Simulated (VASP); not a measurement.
Consider the following.

```
Cr
1.0
    2.88000     0.00000     0.00000
    0.00000     2.88000     0.00000
    0.00000     0.00000     2.88000
Cr
2
Direct
  0.00000   0.00000   0.00000
  0.50000   0.50000   0.50000
```
Starting moments (μB, in the order of the record's atoms Cr Cr): 1.5 -1.5.

Level of theory: PBE GGA, VASP's PBE PAW potentials (set 64) (plane waves; VASP). Settings: 400 eV cut-off, 10×10×10 Γ-centred mesh, first-order Methfessel-Paxton smearing of 0.10 eV, potentials Cr_pv.

Q: Give the stress tensor in GPa (positive for a compressed cell).

A: 
```
-3.75   0.00   0.00
 0.00  -3.75   0.00
 0.00   0.00  -3.75
```
The pressure is its mean diagonal, -3.75 GPa.

The compound is Cr in the bcc, AFM order structure. The cell was not relaxed at this level.
